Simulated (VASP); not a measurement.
Output of a VASP run:

OSZICAR:
```
       N       E                     dE             d eps       ncg     rms          rms(c)
DAV:   1     0.648456765349E+02    0.64846E+02   -0.82178E+03  9176   0.156E+03
DAV:   2    -0.291140094996E+02   -0.93960E+02   -0.87158E+02  9028   0.257E+02
DAV:   3    -0.314757851702E+02   -0.23618E+01   -0.23128E+01 10659   0.579E+01
DAV:   4    -0.315146853286E+02   -0.38900E-01   -0.38890E-01 13134   0.557E+00
DAV:   5    -0.315149971804E+02   -0.31185E-03   -0.31185E-03 10929   0.501E-01    0.177E+01
DAV:   6    -0.272132279961E+02    0.43018E+01   -0.23877E+01  9959   0.102E+02    0.106E+01
DAV:   7    -0.264105986261E+02    0.80263E+00   -0.28343E+00 10603   0.335E+01    0.536E+00
DAV:   8    -0.264358093703E+02   -0.25211E-01   -0.90157E-02 12474   0.296E+00    0.219E+00
DAV:   9    -0.264143312752E+02    0.21478E-01   -0.20922E-02 11633   0.229E+00    0.765E-01
DAV:  10    -0.264120936755E+02    0.22376E-02   -0.11335E-02 11886   0.187E+00    0.175E-01
DAV:  11    -0.264121344981E+02   -0.40823E-04   -0.87029E-04  9973   0.475E-01    0.130E-01
DAV:  12    -0.264122008731E+02   -0.66375E-04   -0.35419E-05 12655   0.858E-02    0.711E-02
DAV:  13    -0.264122306978E+02   -0.29825E-04   -0.35252E-05 11796   0.762E-02    0.216E-02
DAV:  14    -0.264122351676E+02   -0.44698E-05   -0.62571E-06  9777   0.344E-02    0.108E-02
DAV:  15    -0.264122351558E+02    0.11755E-07   -0.67081E-07 11955   0.142E-02
   1 F= -.26412235E+02 E0= -.26411978E+02  d E =-.769982E-03  mag=     3.5270
```

**OUTCAR**
```
------------------------ aborting loop because EDIFF is reached ----------------------------------------
  FORCE on cell =-STRESS in cart. coord.  units (eV):
  Direction    XX          YY          ZZ          XY          YZ          ZX
  --------------------------------------------------------------------------------------
  Total       -0.1450855     -0.1450856     -0.2667068     -0.0000000      0.0000000     -0.0000000
  in kB      -10.8608003    -10.8608026    -19.9651119     -0.0000000      0.0000000     -0.0000000
  external PRESSURE =     -13.8955716 kB  Pullay stress =       0.0000000 kB
  volume of cell :       21.40
      direct lattice vectors                 reciprocal lattice vectors
     1.237435555 -2.143301476  0.000000000     0.404061446 -0.233284960  0.000000000
     1.237435555  2.143301476  0.000000000     0.404061446  0.233284960  0.000000000
     0.000000000  0.000000000  4.034939311     0.000000000  0.000000000  0.247835202
 POSITION                                       TOTAL-FORCE (eV/Angst)
 -----------------------------------------------------------------------------------
      1.23744      0.71444      1.00873        -0.000000      0.000000      0.000000
      1.23744     -0.71444      3.02620         0.000000     -0.000000      0.000000
 -----------------------------------------------------------------------------------
    total drift:                               -0.000023     -0.000005     -0.000027
  FREE ENERGIE OF THE ION-ELECTRON SYSTEM (eV)
  ---------------------------------------------------
  free  energy   TOTEN  =       -26.4122351558 eV

  energy  without entropy=      -26.4114651739  energy(sigma->0) =      -26.41197850

 total charge

# of ion       s       p       d       tot
------------------------------------------
    1        0.517   0.574   7.230   8.322
    2        0.517   0.574   7.230   8.322
--------------------------------------------------
tot          1.034   1.149  14.461  16.643

 magnetization (x)

# of ion       s       p       d       tot
------------------------------------------
    1       -0.011  -0.083   1.919   1.825
    2       -0.011  -0.083   1.919   1.825
--------------------------------------------------
tot         -0.023  -0.165   3.837   3.649
```
(Selected blocks of OUTCAR.)

POSCAR:
```
Co
1
    1.2374355547    -2.1433014760     0.0000000000
    1.2374355547     2.1433014760     0.0000000000
    0.0000000000     0.0000000000     4.0349393111
Co
2
Direct
  0.3333330000   0.6666670000   0.2500000000
  0.6666670000   0.3333330000   0.7500000000
```

Write an INCAR and KPOINTS that could have produced this output.

Several could match; the one computed here: the input of the run itself, r2SCAN meta-GGA, plane waves, VASP's PBE PAW potentials (set 64).

**KPOINTS**
```
Automatic mesh
0
Gamma
16 16 8
0 0 0
```

INCAR:
```
SYSTEM = Co
PREC = Accurate
ENCUT = 480
EDIFF = 1E-7
NELM = 100
ALGO = Normal
LREAL = .FALSE.
LASPH = .TRUE.
ISMEAR = 1
SIGMA = 0.1
METAGGA = R2SCAN
LMIXTAU = .TRUE.
LMAXMIX = 4
ISPIN = 2
MAGMOM = 1.7 1.7
LORBIT = 10
LWAVE = .FALSE.
LCHARG = .FALSE.
ISIF = 2
```

POTCAR, in this order: Co (PBE.64 set). Program: vasp_std.

The compound is Co in the hcp structure. This cell was strained or had an atom moved on purpose.
